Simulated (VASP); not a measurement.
HfO2:

```
Hf O
1.0
     0.00000    2.55750    2.55750
     2.55750    0.00000    2.55750
     2.55750    2.55750    0.00000
Hf O
1 2
Cartesian
  0.0000 0.0000 0.0000
  3.8363 3.8363 3.8363
  1.2788 1.2788 1.2788
```

Measurements of this composition are mostly on another form, of space group No. 14.

Base run:

| Quantity | Value |
| --- | --- |
| Program | VASP 6.6.1 |
| Functional | PBE |
| Potentials or basis | VASP PAW PBE potentials, release 64 (Hf_pv, O) |
| Cutoff | 520 eV |
| k mesh | 8 × 8 × 8 |
| Occupations | gaussian, width 0.02 eV |
| Spin | no spin polarisation |

Its results: band gap on the k mesh 3.73 eV, direct.

Problem. The run is repeated on the same cell with these changes: k mesh from 8 × 8 × 8 to 3 × 3 × 3. What comes out?

Solution. Band gap on the k mesh 4.40 eV, direct.

Caveats: some runs use coarse meshes; spin-orbit coupling is left out, which moves the levels of the heavy elements; an odd mesh through Γ misses points on the zone boundary, where band edges often lie (some runs).
